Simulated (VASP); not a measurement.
Computed with r2SCAN meta-GGA with spin-orbit coupling, VASP's PBE PAW potentials (set 64) (plane waves; VASP).

The input files of a VASP run:

**INCAR**
```
ALGO  =  Normal
EDIFF  =  1E-6
ENCUT  =  520
GGA_COMPAT  =  .FALSE.
ISMEAR  =  0
LASPH  =  .TRUE.
LCHARG  =  .FALSE.
LMAXMIX  =  4
LMIXTAU  =  .TRUE.
LREAL  =  .FALSE.
LSORBIT  =  .TRUE.
LWAVE  =  .FALSE.
MAGMOM  =  15*0
METAGGA  =  R2SCAN
NELM  =  100
PREC  =  Accurate
SIGMA  =  0.05
SYSTEM  =  KZnF3
```

KPOINTS:
```
K-points
0
G
 5 5 5
0 0 0
```

KPOINTS_OPT:
```
k-points along high-symmetry lines
8
Line-mode
Reciprocal
  0.000000   0.000000   0.000000 ! GAMMA
  0.000000   0.500000   0.000000 ! X

  0.000000   0.500000   0.000000 ! X
  0.500000   0.500000   0.000000 ! M

  0.500000   0.500000   0.000000 ! M
  0.000000   0.000000   0.000000 ! GAMMA

  0.000000   0.000000   0.000000 ! GAMMA
  0.500000   0.500000   0.500000 ! R

  0.500000   0.500000   0.500000 ! R
  0.000000   0.500000   0.000000 ! X

  0.500000   0.500000   0.500000 ! R
  0.500000   0.500000   0.000000 ! M
```

### POSCAR
```
KZnF3
8.10
  0.5000000000   0.0000000000   0.0000000000
  0.0000000000   0.5000000000   0.0000000000
  0.0000000000   0.0000000000   0.5000000000
K Zn F
1 1 3
Cartesian
  0.0000000000   0.0000000000   0.0000000000
  0.2500000000   0.2500000000   0.2500000000
  0.2500000000   0.0000000000   0.2500000000
  0.0000000000   0.2500000000   0.2500000000
  0.2500000000   0.2500000000   0.0000000000
```

POTCAR, in this order: K_sv Zn F (PBE.64 set). Program: vasp_ncl.

Question: What does the run give for the energy per atom (σ→0), band gap (over mesh and band path)?

Answer: 
```yaml
energy per atom (σ→0): -7.672 eV/atom
band gap (over mesh and band path): 4.57 eV
```

**OSZICAR**
```
...
DAV:  19    -0.383624089201E+02   -0.19141E-05   -0.11137E-05  1316   0.546E-02    0.180E-03
DAV:  20    -0.383624082722E+02    0.64790E-06   -0.15790E-06   790   0.251E-02
   1 F= -.38362408E+02 E0= -.38362408E+02  d E =-.395877E-17  mag=     0.0000     0.0000    -0.0000
       N       E                     dE             ncg
       N       E                     dE             ncg
       N       E                     dE             ncg
       N       E                     dE             ncg
       N       E                     dE             ncg
```

The compound is KZnF3 in the cubic perovskite structure. The cell was not relaxed at this level.
